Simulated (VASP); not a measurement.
OSZICAR of a VASP run on Pb (fcc):

OSZICAR:
```
       N       E                     dE             d eps       ncg     rms          rms(c)
DAV:   1     0.493033536083E+02    0.49303E+02   -0.72095E+03  1235   0.144E+03
DAV:   2    -0.550359725170E+02   -0.10434E+03   -0.10251E+03  1244   0.325E+02
DAV:   3    -0.596340479968E+02   -0.45981E+01   -0.45606E+01  1500   0.815E+01
DAV:   4    -0.597450993414E+02   -0.11105E+00   -0.11103E+00  1494   0.141E+01
DAV:   5    -0.597503284866E+02   -0.52291E-02   -0.52290E-02  1626   0.259E+00    0.102E+00
DAV:   6    -0.561573765935E+02    0.35930E+01   -0.15600E+00  1442   0.297E+01    0.725E-01
DAV:   7    -0.562674199822E+02   -0.11004E+00   -0.80356E-02  1385   0.534E+00    0.370E-01
DAV:   8    -0.562408473157E+02    0.26573E-01   -0.89174E-02  1235   0.283E+00    0.969E-02
DAV:   9    -0.562810868303E+02   -0.40240E-01   -0.29606E-02  1259   0.231E+00    0.122E-01
DAV:  10    -0.562813058370E+02   -0.21901E-03   -0.72718E-04  1450   0.293E-01    0.119E-01
DAV:  11    -0.562837534784E+02   -0.24476E-02   -0.40467E-03  1286   0.962E-01    0.137E-02
DAV:  12    -0.562837661698E+02   -0.12691E-04   -0.45664E-04  1382   0.443E-01    0.298E-02
DAV:  13    -0.562837605185E+02    0.56513E-05   -0.82819E-05  1376   0.149E-01    0.187E-02
DAV:  14    -0.562839495327E+02   -0.18901E-03   -0.13040E-04  1277   0.174E-01    0.687E-03
DAV:  15    -0.562839650139E+02   -0.15481E-04   -0.19487E-05  1373   0.452E-02    0.559E-03
DAV:  16    -0.562839654093E+02   -0.39539E-06   -0.97706E-07  1224   0.110E-02
   1 F= -.56283965E+02 E0= -.56283981E+02  d E =-.562840E+02
```

Problem. Which electronic solver shows in the log?

Solution. It is blocked Davidson (ALGO = Normal, or the opening steps of other solvers). The INCAR had ALGO = Normal.

Problem. Can the final energy be trusted as converged?

Solution. Self-consistency was reached. It stopped with EDIFF = 1E-6, NELM = 100, NSW = 60 and EDIFFG = -0.01 after 1 ionic step (r2SCAN meta-GGA, plane waves, VASP's PBE PAW potentials (set 64)).

The compound is Pb in the fcc structure. It was relaxed first. The start is the result of an earlier pass.
